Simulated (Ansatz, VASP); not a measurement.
# LaSi3Ir in two plane-wave programs, part 2 of 2

One calculation is typed for both programs; each brings its own data sets. How far apart do they land? Of the first pair: The cell is a member of a volume series, scaled by 0.94 from a relaxed one, so a pressure remains. Valence electrons are named where the data sets of a main pair hold unlike numbers.

VASP 6.6.1 and Ansatz 0.2.0.

So far. Step 3 (Ansatz: single point, r2SCAN, volume scaled by 0.94): The run ends at a pressure of 9.75 GPa, with forces up to 0.29 eV/Å.

### Step 6. Ansatz: single point, r2SCAN, volume scaled by 1.02

Level of this step: Ansatz beside VASP: Kohn-Sham DFT, plane waves, r2SCAN (Ansatz).

A single point gives forces, pressure and levels at one fixed geometry, so differences don't come from the geometry; what else differs is listed under the comparison. The cell compared in this pair holds 92.48 Å³, against 85.23 Å³ for the pair before.

The cell is a member of a volume series, scaled by 1.02 from a relaxed one, so a pressure remains.

The input, input.yaml:

```yaml
crystal:
  lattice:
    - [-2.1564017553, 2.1564017553, 4.9719789044]
    - [2.1564017553, -2.1564017553, 4.9719789044]
    - [2.1564017553, 2.1564017553, -4.9719789044]
  atoms:
    - { symbol: La, position: [0.9987465008, 0.9987465008, 0.0] }
    - { symbol: Si, position: [0.7620449503, 0.2620449503, 0.5] }
    - { symbol: Si, position: [0.2620449503, 0.7620449503, 0.5] }
    - { symbol: Si, position: [0.4128039987, 0.4128039987, 0.0] }
    - { symbol: Ir, position: [0.6538596, 0.6538596, 0.0] }
hamiltonian:
  xc: r2scan
  pseudopotentials: { kind: paw }
kpoints:
  mp_grid: { grid: [6, 6, 6] }
scf:
  occupations: { method: gaussian, width: 0.05 }
  n_extra_bands: 5
output:
  forces: true
  stress: true
  eigenvalues: true
```

Started as:

```bash
> ansatz run input.yaml --threads 2 --pin off --max-ram 4608MiB --backend cpu --events-out ev --progress --plain --runs-dir out
```

Numbers of over 12 decimals in the logs are rounded to 6 here.

Output:

```text
[...]
Crystal: 5 atoms, lattice volume = 92.480 Å³
Basis set: ecut = 500 eV, 2339 PW (Γ), exchange–correlation on 180×180×180 points (64 copies of the dense FFT grid, shifted against one another)
Bands: 25, of which v1, the nominal top of the filled ones, is band 20 counted from 1 (19 counted from 0)
Symmetry: 8 space group operations
[...]
k-point 0: bands = [... 16 lower, 10.3136, 11.4453, 11.4453, 13.1626, 13.1626, 14.4483, 15.2163, 15.5242, ... 1 higher]
  k-point 1: bands = [... 16 lower, 10.4723, 11.2785, 11.7167, 12.0800, 12.9092, 14.7702, 15.5124, 15.5641, ... 1 higher]
  k-point 2: bands = [... 16 lower, 10.7838, 11.0338, 11.0563, 11.4954, 14.8841, 15.2312, 15.4482, 15.5649, ... 1 higher]
  k-point 29: bands = [... 16 lower, 10.4906, 10.7944, 12.8246, 13.9532, 13.9532, 14.7877, 14.8608, 15.3128, ... 1 higher]
[key lines of the parts left out:]
SCF converged after 8 iterations
Free energy (F): -20135.040876 eV
Fermi energy:    13.197990 eV
P = ⅓ Tr σ = -2.8103 GPa (-28.103 kbar)
```

It took 18 s on 2 threads of Arm Neoverse N1, shared host; peak memory 0.74 GiB.

The run ends at a pressure of -2.81 GPa, with forces up to 0.15 eV/Å.

### Step 7. VASP: single point, r2SCAN, volume scaled by 1.02

The same cell, functional, mesh and smearing now go to VASP, with its own data sets.

The input, INCAR:

```
SYSTEM = LaSi3Ir
PREC = Accurate
ENCUT = 400
EDIFF = 1E-06
NELM = 100
ISMEAR = 0
SIGMA = 0.05
LREAL = .FALSE.
ALGO = Normal
METAGGA = R2SCAN
LASPH = .TRUE.
NBANDS = 22
LORBIT = 11
LWAVE = .FALSE.
LCHARG = .FALSE.
KPAR = 4
ISIF = 2
```

The input, POSCAR:

```
LaSi3Ir
1.0
   -2.1564017553      2.1564017553      4.9719789044
    2.1564017553     -2.1564017553      4.9719789044
    2.1564017553      2.1564017553     -4.9719789044
La Si Ir
1 3 1
Direct
    0.9987465008      0.9987465008      0.0000000000
    0.7620449503      0.2620449503      0.5000000000
    0.2620449503      0.7620449503      0.5000000000
    0.4128039987      0.4128039987      0.0000000000
    0.6538596000      0.6538596000      0.0000000000
```

The input, KPOINTS:

```
Automatic mesh
0
Gamma
6 6 6
0 0 0
```

Potentials, in the order of the species: La, Si and Ir (PBE family, release 64).

Started as:

```bash
> mpirun -np 4 vasp_std
```

Output:

```text
[banner, memory and clock lines left out]
running    4 mpi-ranks, on    1 nodes
[...]
[... a notice as in an earlier step ...]

 LDA part: xc-table for (None), standard interpolation
 POSCAR, INCAR and KPOINTS ok, starting setup
[...]
entering main loop
       N       E                     dE             d eps       ncg     rms          rms(c)
DAV:   1     0.142314470302E+03    0.14231E+03   -0.10590E+04  1328   0.150E+03
DAV:   2    -0.707228280184E+02   -0.21304E+03   -0.19308E+03  1544   0.292E+02
DAV:   3    -0.117190764106E+03   -0.46468E+02   -0.43829E+02  1924   0.128E+02
DAV:   4    -0.120373519070E+03   -0.31828E+01   -0.30225E+01  2392   0.376E+01
[...]
DAV:  13    -0.112911385215E+03   -0.82662E-04   -0.14150E-04  2414   0.998E-02    0.216E-02
DAV:  14    -0.112911381842E+03    0.33724E-05   -0.42248E-05  2528   0.631E-02    0.500E-03
DAV:  15    -0.112911382474E+03   -0.63192E-06   -0.33287E-06  1790   0.102E-02
   1 F= -.11291138E+03 E0= -.11290972E+03  d E =-.331847E-02
```

Parts of OUTCAR (step 7):

```text
  Total       -1.5056597     -1.5056597     -1.6512797      0.0000000      0.0000000      0.0000000
  in kB      -26.0848773    -26.0848773    -28.6076780      0.0000000      0.0000000      0.0000000
  external PRESSURE =     -26.9258108 kB  Pullay stress =       0.0000000 kB

 POSITION                                       TOTAL-FORCE (eV/Angst)
 -----------------------------------------------------------------------------------
      0.00000      0.00000      9.93149        -0.000000     -0.000000     -0.045785
      0.00000      2.15640      2.60576         0.000000      0.000000     -0.085352
      2.15640      0.00000      2.60576         0.000000      0.000000     -0.085352
      0.00000      0.00000      4.10491        -0.000000     -0.000000      0.102325
      0.00000      0.00000      6.50195         0.000000      0.000000      0.114163
 -----------------------------------------------------------------------------------
    total drift:                               -0.000007     -0.000007     -0.003374

  FREE ENERGIE OF THE ION-ELECTRON SYSTEM (eV)
  ---------------------------------------------------
  free  energy   TOTEN  =      -112.9113824743 eV

  energy  without entropy=     -112.9080640067  energy(sigma->0) =     -112.90972324

[... 1 part as in an earlier step ...]

[... 2 further parts left out ...]
[key lines of the parts left out:]
E-fermi :   9.3101
```

The run ends at a pressure of -2.69 GPa, with forces up to 0.11 eV/Å.

### Step 8. Differences

What differs besides the data sets and the points named for the pairs above, as far as they apply: the data sets hold 40 valence electrons in Ansatz (on its default PAW (the set named soft_2) files) and 32 in VASP. Total energies have different zeros and are not compared.

Both answers:

| quantity | Ansatz | VASP | difference |
| --- | --- | --- | --- |
| pressure (GPa) | -2.81 | -2.69 | -0.12 |

Forces (eV/Å; atoms numbered as in POSCAR):

| atom | Ansatz x, y, z | VASP x, y, z |
| --- | --- | --- |
| La1 | 0.000, 0.000, -0.039 | 0.000, 0.000, -0.046 |
| Si2 | 0.000, 0.000, -0.118 | 0.000, 0.000, -0.085 |
| Si3 | 0.000, 0.000, -0.118 | 0.000, 0.000, -0.085 |
| Si4 | 0.000, 0.000, 0.127 | 0.000, 0.000, 0.102 |
| Ir5 | 0.000, 0.000, 0.147 | 0.000, 0.000, 0.114 |

The forces differ by 16 meV/Å r.m.s., which is 30.9 % of the r.m.s. force of 0.052 eV/Å (both taken over all components). Ansatz's pressure holds a Pulay correction of 0.04 GPa; VASP's holds none.

### Step 9. Other set-ups

Further runs change the set-up of one program: Ansatz's method, potentials or start, or VASP's data sets, cutoff or form of LDA. The table gives Ansatz less VASP for each quantity, since a change that brings one quantity closer may part another.

| run | r.m.s. force difference (meV/Å) | pressure (GPa) |
| --- | --- | --- |
| as above | 16 | -0.12 |
| cores kept as stored | 17 | -0.23 |
| Ansatz's larger PAW set (cutoff 820 eV) | 15 | -0.054 |

### Step 10. VASP: single point, r2SCAN, volume scaled by 1.04

With cell and atoms fixed, the geometry can't cause a difference; cores, projectors, grids and the points listed under the comparison can. The cell compared in this pair holds 94.29 Å³, against 92.48 Å³ for the pair before.

INCAR is that of step 7.

Changes to POSCAR since step 7:

```diff
@@ -2,5 +2,5 @@
 1.0
-   -2.1564017553      2.1564017553      4.9719789044
-    2.1564017553     -2.1564017553      4.9719789044
-    2.1564017553      2.1564017553     -4.9719789044
+   -2.1704047565      2.1704047565      5.0042653863
+    2.1704047565     -2.1704047565      5.0042653863
+    2.1704047565      2.1704047565     -5.0042653863
 La Si Ir
```

KPOINTS is that of step 7.

Started as:

```bash
> mpirun -np 4 vasp_std
```

Output:

```text
[... set-up lines as in an earlier step ...]
 entering main loop
       N       E                     dE             d eps       ncg     rms          rms(c)
DAV:   1     0.142923148281E+03    0.14292E+03   -0.10648E+04  1328   0.151E+03
DAV:   2    -0.724501352634E+02   -0.21537E+03   -0.19445E+03  1582   0.288E+02
DAV:   3    -0.117298567308E+03   -0.44848E+02   -0.42270E+02  1954   0.126E+02
DAV:   4    -0.120352762508E+03   -0.30542E+01   -0.28511E+01  2398   0.347E+01
[...]
DAV:  13    -0.112867163851E+03   -0.89043E-04   -0.11983E-04  2358   0.861E-02    0.230E-02
DAV:  14    -0.112867159033E+03    0.48176E-05   -0.57867E-05  2560   0.721E-02    0.563E-03
DAV:  15    -0.112867159619E+03   -0.58607E-06   -0.43210E-06  1816   0.134E-02
   1 F= -.11286716E+03 E0= -.11286552E+03  d E =-.327785E-02
```

From OUTCAR (step 10):

```text
  Total       -2.9132363     -2.9132363     -3.1675935      0.0000000      0.0000000      0.0000000
  in kB      -49.4999206    -49.4999206    -53.8218015      0.0000000      0.0000000      0.0000000
  external PRESSURE =     -50.9405476 kB  Pullay stress =       0.0000000 kB

 POSITION                                       TOTAL-FORCE (eV/Angst)
 -----------------------------------------------------------------------------------
      0.00000      0.00000      9.99599        -0.000000     -0.000000     -0.078782
      0.00000      2.17040      2.62268         0.000000      0.000000     -0.161680
      2.17040      0.00000      2.62268        -0.000000     -0.000000     -0.161680
      0.00000      0.00000      4.13156         0.000000      0.000000      0.190600
      0.00000      0.00000      6.54417        -0.000000     -0.000000      0.211541
 -----------------------------------------------------------------------------------
    total drift:                               -0.000004     -0.000004     -0.002947

  FREE ENERGIE OF THE ION-ELECTRON SYSTEM (eV)
  ---------------------------------------------------
  free  energy   TOTEN  =      -112.8671596194 eV

  energy  without entropy=     -112.8638817657  energy(sigma->0) =     -112.86552069

[... 1 part as in an earlier step ...]

[... 2 further parts left out ...]
[key lines of the parts left out:]
E-fermi :   9.0765
```

The run ends at a pressure of -5.09 GPa, with forces up to 0.21 eV/Å.

### Step 11. Ansatz: single point, r2SCAN, volume scaled by 1.04

The same cell, functional, mesh and smearing now go to Ansatz, which takes its cutoff from its data sets.

The cell is a member of a volume series, scaled by 1.04 from a relaxed one, so a pressure remains.

input.yaml, the sections that differ from step 6:

```yaml
crystal:
  lattice:
    - [-2.1704047565, 2.1704047565, 5.0042653863]
    - [2.1704047565, -2.1704047565, 5.0042653863]
    - [2.1704047565, 2.1704047565, -5.0042653863]
  atoms:
    - { symbol: La, position: [0.9987465008, 0.9987465008, 0.0] }
    - { symbol: Si, position: [0.7620449503, 0.2620449503, 0.5] }
    - { symbol: Si, position: [0.2620449503, 0.7620449503, 0.5] }
    - { symbol: Si, position: [0.4128039987, 0.4128039987, 0.0] }
    - { symbol: Ir, position: [0.6538596, 0.6538596, 0.0] }
output:
  forces: true
  stress: true
  eigenvalues: true
  write_density: true
  write_potential: true
  elf: true
  volumetric_format: npy
# hamiltonian, kpoints, scf: as in step 6
```

Started as:

```bash
> ansatz run input.yaml --threads 2 --pin off --max-ram 4608MiB --backend cpu --events-out ev --progress --plain --runs-dir out
```

Output:

```text
[...]
Crystal: 5 atoms, lattice volume = 94.294 Å³
Basis set: ecut = 500 eV, 2379 PW (Γ), exchange–correlation on 180×180×180 points (64 copies of the dense FFT grid, shifted against one another)
Bands: 25, of which v1, the nominal top of the filled ones, is band 20 counted from 1 (19 counted from 0)
Symmetry: 8 space group operations
[...]
k-point 0: bands = [... 16 lower, 10.0564, 11.1786, 11.1786, 12.8495, 12.8495, 14.1145, 14.8458, 15.1727, ... 1 higher]
  k-point 1: bands = [... 16 lower, 10.2121, 11.0059, 11.4437, 11.7928, 12.5838, 14.4447, 15.1480, 15.1973, ... 1 higher]
  k-point 2: bands = [... 16 lower, 10.5282, 10.7526, 10.7622, 11.2274, 14.5371, 14.8717, 15.0901, 15.2020, ... 1 higher]
  k-point 29: bands = [... 16 lower, 10.2240, 10.5215, 12.5198, 13.6622, 13.6622, 14.4592, 14.5165, 14.9885, ... 1 higher]
[key lines of the parts left out:]
SCF converged after 8 iterations
Free energy (F): -20134.995352 eV
Fermi energy:    12.890380 eV
P = ⅓ Tr σ = -5.1914 GPa (-51.914 kbar)
```

The job ended after 23 s (2 threads; peak memory 0.73 GiB).

The run ends at a pressure of -5.19 GPa, with forces up to 0.24 eV/Å.

### Step 12. Comparison

What differs besides the data sets and the points named for the pairs above, as far as they apply: the data sets hold 40 valence electrons in Ansatz (on its default PAW (the set named soft_2) files) and 32 in VASP. Total energies have different zeros and are not compared.

Both answers:

| quantity | Ansatz | VASP | difference |
| --- | --- | --- | --- |
| pressure (GPa) | -5.19 | -5.09 | -0.10 |

Forces (eV/Å; atoms numbered as in POSCAR):

| atom | Ansatz x, y, z | VASP x, y, z |
| --- | --- | --- |
| La1 | 0.000, 0.000, -0.072 | 0.000, 0.000, -0.079 |
| Si2 | 0.000, 0.000, -0.191 | 0.000, 0.000, -0.162 |
| Si3 | 0.000, 0.000, -0.191 | 0.000, 0.000, -0.162 |
| Si4 | 0.000, 0.000, 0.213 | 0.000, 0.000, 0.191 |
| Ir5 | 0.000, 0.000, 0.242 | 0.000, 0.000, 0.212 |

The forces differ by 15 meV/Å r.m.s., which is 15.2 % of the r.m.s. force of 0.096 eV/Å (both taken over all components). Ansatz's pressure holds a Pulay correction of 0.04 GPa; VASP's holds none.

### Step 13. Further runs

Further runs change the set-up of one program: Ansatz's method, potentials or start, or VASP's data sets, cutoff or form of LDA. The table gives Ansatz less VASP for each quantity, since a change that brings one quantity closer may part another.

| run | r.m.s. force difference (meV/Å) | pressure (GPa) |
| --- | --- | --- |
| as above | 15 | -0.097 |
| cores kept as stored | 16 | -0.21 |
| Ansatz's larger PAW set (cutoff 820 eV) | 14 | -0.039 |

### Step 14. Outcome

| Item | Value |
| --- | --- |
| r.m.s. force difference (single point, r2SCAN, volume scaled by 0.94) | 22 meV/Å |
| r.m.s. force difference (single point, r2SCAN, volume scaled by 1.02) | 16 meV/Å |
| r.m.s. force difference (single point, r2SCAN, volume scaled by 1.04) | 15 meV/Å |

What this shows: The r.m.s. force difference is 22 meV/Å (single point, r2SCAN, volume scaled by 0.94), beyond the 12 meV/Å picked in this series as the mark of a large difference. The data sets hold unlike numbers of valence electrons (40 in Ansatz and 32 in VASP), so part of the differences comes from the potentials. Single point, r2SCAN, volume scaled by 0.94, cores kept as stored: the difference in pressure goes from -0.15 to -0.31 GPa. Single point, r2SCAN, volume scaled by 0.94, Ansatz's larger PAW set (cutoff 820 eV): the difference in pressure goes from -0.15 to -0.068 GPa. Single point, r2SCAN, volume scaled by 1.02, cores kept as stored: the difference in pressure goes from -0.12 to -0.23 GPa. Single point, r2SCAN, volume scaled by 1.02, Ansatz's larger PAW set (cutoff 820 eV): the difference in pressure goes from -0.12 to -0.054 GPa. Single point, r2SCAN, volume scaled by 1.04, cores kept as stored: the difference in pressure goes from -0.097 to -0.21 GPa. 11 further runs of this series are not shown here. Such differences can come from data sets, numerical settings and the points named under the comparisons, not from the functional's error against experiment.

[Lines on the potential files, build, host, timing and source positions are cut from VASP's logs without a mark.]

[Logs are printed without paths, hosts, clocks, repeated set-up lines and the standing remarks that a program may print on its own settings, such as how far it seeks lower states.]

[Hosts, paths, dates, database ids (printed as entryN), source tags and the programs' standing remarks are cut or masked in the printed files.]
